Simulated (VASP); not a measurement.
Level of theory: PBE GGA with D3 dispersion (zero damping), VASP's PBE PAW potentials (set 64) (plane waves; VASP).

A VASP calculation is set up with these files.

### POSCAR
```
CoAl
5.643020
  0.4999999927   0.0000000000   0.0000000000
  0.0000000000   0.4999999927   0.0000000000
  0.0000000000   0.0000000000   0.4999999927
Al Co
1 1
Direct
  0.5000000000   0.5000000000   0.5000000000
  0.0000000000   0.0000000000   0.0000000000
```

### INCAR
```
! general
SYSTEM =CoAl
PREC   =Accurate
ENCUT  =520
LREAL  =.False.
LASPH  =.True.   ! aspherical one-centre terms

! electronic loop
EDIFF  =1E-7
NELM   =100   ! most electronic steps
ALGO   =Normal
LMAXMIX=4   ! l cut-off of mixed one-centre charges

! smearing
ISMEAR =1   ! Methfessel-Paxton
SIGMA  =0.1

! functional
GGA    =PE
IVDW   =11   ! D3, zero damping

! ions
ISIF   =2   ! forces and stress, cell fixed

! output
LWAVE  =.False.
LCHARG =.False.
```

### KPOINTS
```
kpoints
0
gamma
 13 13 13
0 0 0
```

POTCAR, in this order: Al Co (PBE.64 set). Program: vasp_std.

What VASP printed:

### OSZICAR
```
       N       E                     dE             d eps       ncg     rms          rms(c)
DAV:   1     0.370937319235E+02    0.37094E+02   -0.54899E+03  1704   0.129E+03
DAV:   2    -0.123169381663E+02   -0.49411E+02   -0.46514E+02  1694   0.195E+02
DAV:   3    -0.136406960957E+02   -0.13238E+01   -0.13146E+01  2016   0.414E+01
DAV:   4    -0.136626404004E+02   -0.21944E-01   -0.21929E-01  1978   0.475E+00
DAV:   5    -0.136634223958E+02   -0.78200E-03   -0.78198E-03  1962   0.930E-01    0.128E+01
DAV:   6    -0.162140299828E+02   -0.25506E+01   -0.70565E+01  1880   0.127E+02    0.171E+01
DAV:   7    -0.119985435577E+02    0.42155E+01   -0.31758E+01  1856   0.809E+01    0.189E+00
DAV:   8    -0.119903461788E+02    0.81974E-02   -0.21941E-01  1748   0.422E+00    0.120E+00
DAV:   9    -0.119758823669E+02    0.14464E-01   -0.47194E-02  2036   0.311E+00    0.307E-01
DAV:  10    -0.119754192484E+02    0.46312E-03   -0.13190E-03  2202   0.514E-01    0.142E-01
DAV:  11    -0.119754060275E+02    0.13221E-04   -0.25161E-05  1934   0.466E-02    0.200E-02
DAV:  12    -0.119754028645E+02    0.31630E-05   -0.14976E-05  2030   0.547E-02    0.561E-03
DAV:  13    -0.119754028622E+02    0.23579E-08   -0.26341E-07  1614   0.475E-03
   1 F= -.12633321E+02 E0= -.12633221E+02  d E =-.299675E-03
```

### OUTCAR
```
------------------------ aborting loop because EDIFF is reached ----------------------------------------
 Edisp (eV)   -0.65792
  FORCE on cell =-STRESS in cart. coord.  units (eV):
  Direction    XX          YY          ZZ          XY          YZ          ZX
  --------------------------------------------------------------------------------------
  Total      -0.00033    -0.00033    -0.00033    -0.00000    -0.00000     0.00000
  in kB      -0.02349    -0.02349    -0.02349    -0.00000    -0.00000     0.00000
  external pressure =       -0.02 kB  Pullay stress =        0.00 kB
  volume of cell :       22.46
      direct lattice vectors                 reciprocal lattice vectors
     2.821509959  0.000000000  0.000000000     0.354420156  0.000000000  0.000000000
     0.000000000  2.821509959  0.000000000     0.000000000  0.354420156  0.000000000
     0.000000000  0.000000000  2.821509959     0.000000000  0.000000000  0.354420156
 POSITION                                       TOTAL-FORCE (eV/Angst)
 -----------------------------------------------------------------------------------
      1.41075      1.41075      1.41075         0.000000      0.000000      0.000000
      0.00000      0.00000      0.00000         0.000000      0.000000      0.000000
 -----------------------------------------------------------------------------------
    total drift:                                0.000000      0.000000      0.000000
  FREE ENERGIE OF THE ION-ELECTRON SYSTEM (eV)
  ---------------------------------------------------
  free  energy   TOTEN  =       -12.6333205704 eV

  energy  without entropy=      -12.6330208949  energy(sigma->0) =      -12.63322068
```
(Selected blocks of OUTCAR.)

The compound is CoAl in the CsCl type structure. It was relaxed first. The run is not spin-polarised, so no magnetic state was tried.
